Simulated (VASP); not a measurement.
VASP runs on RuAl (space group Pm-3m) share one base input (PBEsol GGA, plane waves, VASP's PBE PAW potentials (set 64)) and change the settings named in each case.

**POSCAR**
```
RuAl
1
    3.0480060000     0.0000000000     0.0000000000
    0.0000000000     3.0480060000     0.0000000000
    0.0000000000     0.0000000000     3.0480060000
Al Ru
1 1
Direct
  0.5000000000   0.5000000000   0.5000000000
  0.0000000000   0.0000000000   0.0000000000
```

INCAR:
```
ALGO=Normal
EDIFF=1E-6
ENCUT=300
GGA=PS
ISIF=2
ISMEAR=0
LASPH=.TRUE.
LCHARG=.FALSE.
LMAXMIX=4
LREAL=.FALSE.
LWAVE=.FALSE.
NELM=100
PREC=Accurate
SIGMA=0.1
SYSTEM=RuAl
```

File KPOINTS:
```
Automatic mesh
0
G
7 7 7
0 0 0
```

POTCAR, in this order: Al Ru_pv (PBE.64 set). Program: vasp_std.

```
change                                                                                                              E(σ→0) (eV/atom)  pressure (GPa)  −TS (eV)
------------------------------------------------------------------------------------------------------------------  ----------------  --------------  --------
base run                                                                                                                     -7.7207          -13.73   -0.0135
GGA removed, POTCAR Al Ru_pv (LDA.64 set)                                                                                    -8.0218          -17.73   -0.0132
GGA_COMPAT = .FALSE., LNONCOLLINEAR = .TRUE., LSORBIT = .TRUE., MAGMOM = 0.0 0.0 0.0 0.0 0.0 0.0, program vasp_ncl           -7.7891          -13.66   -0.0117
KPOINTS 1×1×1 Γ-centred mesh                                                                                                 -6.6849           -7.00   -0.1060
```
 Energies of different potentials or functionals have different zeros.  At 300 eV the pressure can carry a Pulay error.

Left out are runs that ran out of time, are held back, or changed the cell or the kind of run, fixed moments of cells without a moment, rows past the twelfth, gaps on odd meshes, pressures of charged cells and columns that move by less than the noise.

The structure is a typed RuAl crystal (Pm-3m). The cell was not relaxed at this level, its lattice was scaled by up to 2.5 %.
